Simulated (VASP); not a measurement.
Consider the following.

```xyz
3
Lattice="1.5014 -2.6005 0.0000 1.5014 2.6005 0.0000 0.0000 0.0000 3.1615" Properties=species:S:1:pos:R:3 pbc="T T T"
Ti     0.0000     0.0000     0.0000
B      1.5014     0.8668     1.5807
B      1.5014    -0.8668     1.5807
```

Calculation: PBEsol GGA, VASP's PBE PAW potentials (set 64) (plane waves; VASP). Run with 620 eV cut-off, 12×12×10 Γ-centred mesh, first-order Methfessel-Paxton smearing of 0.10 eV, potentials Ti_sv B.

Q: What does the run give for the energy per atom (σ→0), pressure, band gap (on the k-mesh) with the smallest direct gap where there is one?

A: 
```yaml
band gap (on the k-mesh): none (metal, semimetal or under 0.01 eV)
energy per atom (σ→0): -8.596 eV/atom
pressure: 5.00 GPa
```

Total energies compare only between runs with the same potentials, cut-off and functional.

The compound is TiB2 in the AlB2 type structure. It was relaxed first under an external pressure of 5 GPa.
